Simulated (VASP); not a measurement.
Runs of VASP 6.6.1 on CsTaS2. Symmetry: P-6m2, No. 187, hexagonal system. The conventional cell has a = 3.542 Å, b = 3.542 Å, c = 8.268 Å, α = 90.00°, β = 90.00°, γ = 120.00°. Cs (site symmetry -6m2) has 6 S at 3.33 Å and 6 Cs at 3.54 Å as nearest neighbours. Ta (site symmetry -6m2) is surrounded by 6 S at 2.54 Å. S (site symmetry 3m) is surrounded by 3 Ta at 2.54 Å. The cell was built by a generator and needn't be a form met in nature.

```tsv
level	potentials or basis	gap on the mesh (eV)	pressure (GPa)	relaxed volume (Å³/atom)	largest force (eV/Å)
RPBE	VASP PAW PBE potentials, release 64 (Cs_sv, Ta_pv, S)	0.32	0.1	23.26	-
LDA	VASP PAW LDA potentials, release 64 (Cs_sv, Ta_pv, S)	(b)	0.0	21.00	-
revPBE	VASP PAW PBE potentials, release 64 (Cs_sv, Ta_pv, S)	0.32	0.0	23.08	0.01
PBE	VASP PAW PBE potentials, release 64 (Cs_sv, Ta_pv, S)	0.29	0.0	22.55	-
PBEsol	VASP PAW PBE potentials, release 64 (Cs_sv, Ta_pv, S)	(a)	0.0	(c)	0.02
```

Alike in all rows: task relaxation of cell and atoms; no spin polarisation; cell relaxed; k mesh 7 × 7 × 3; cutoff (eV) 600; smearing fermi-dirac 0.05 eV.

Problem. Estimate the missing entries.

Solution. (a) 0.22; (b) 0.21; (c) 21.50.

Caveats: spin-orbit coupling is left out, which moves the levels of the heavy elements; an odd mesh through Γ misses points on the zone boundary, where band edges often lie; the PAW data sets were made with another functional, which shifts forces and pressure a little (some runs).

A k mesh can miss the band edges, and the runs leave out spin-orbit coupling on Cs, Ta.
